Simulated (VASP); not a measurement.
```xyz
2
Lattice="0.0000 2.7050 2.7050 2.7050 0.0000 2.7050 2.7050 2.7050 0.0000" Properties=species:S:1:pos:R:3 pbc="T T T"
Zn     0.0000     0.0000     0.0000
S      1.3525     1.3525     1.3525
```

The base run (VASP): PBE GGA, plane waves, VASP's PBE PAW potentials (set 64). Run with 400 eV cut-off, 8×8×8 Γ-centred mesh, Gaussian smearing of 0.050 eV, potentials Zn S.

One setting is varied; ΔE counts from the most expensive setting. The base run took about 6 core-seconds. The timings are rough (shared machines, no repeats); factors under 2 mean little.

Pressures at a finite cut-off, here 400 eV, hold a Pulay part, which wasn't tested here.

```csv
setting,cost over the base run,electronic steps,ΔE (meV/atom),pressure (GPa)
KPOINTS 2×2×2 Γ-centred mesh,about 1/3,13,628.2,6.99
KPOINTS 4×4×4 Γ-centred mesh,within a factor of 2,13,23.5,1.56
KPOINTS 5×5×5 Γ-centred mesh,within a factor of 2,13,5.7,1.33
base run,reference,13,0.1,1.26
KPOINTS 10×10×10 Γ-centred mesh,within a factor of 2,13,0.0,1.26
KPOINTS 11×11×11 Γ-centred mesh,within a factor of 2,13,0.0,1.26
KPOINTS 12×12×12 Γ-centred mesh,within a factor of 2,13,0.0,1.26
KPOINTS 14×14×14 Γ-centred mesh,about 3 times,13,0.0,1.26
```

Left out are runs that failed, have no time on record or changed the cell.

The compound is ZnS in the zinc blende structure. The cell was not relaxed at this level.
